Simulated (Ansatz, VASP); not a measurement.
**ZrB3As4 in VASP and in Ansatz**

```
CELL_PARAMETERS angstrom
-3.24424 3.24424 3.24424
3.24424 -3.24424 3.24424
3.24424 3.24424 -3.24424
ATOMIC_POSITIONS crystal
Zr 0.00000 0.00000 0.00000
B 0.00000 0.50000 0.50000
B 0.50000 0.00000 0.50000
B 0.50000 0.50000 0.00000
As 0.50000 0.50000 0.50000
As 0.00000 0.00000 0.50000
As 0.00000 0.50000 0.00000
As 0.50000 0.00000 0.00000
```

Alike in both runs: task single point; functional PBE; k mesh 4 × 4 × 4; occupations gaussian, width 0.1 eV; no spin polarisation.

|  | VASP | Ansatz |
| --- | --- | --- |
| version | VASP 6.6.1 | Ansatz 0.2.0 |
| potentials or method | VASP PAW PBE potentials, release 64 (Zr_sv, B, As) | scalar-relativistic, plane waves, PAW |
| plane-wave cutoff (eV) | 520 | 420 |
| valence electrons in the cell | 41 | 81 |

```csv
,VASP,Ansatz,Ansatz less VASP
gap on the k mesh at the Fermi level (eV),none,none,-
pressure (GPa),-10.5,-10.6,-0.04
```

A gap of «none» marks a metal or a gap that the smearing closes. The two sets of potentials don't hold the same shells in valence.
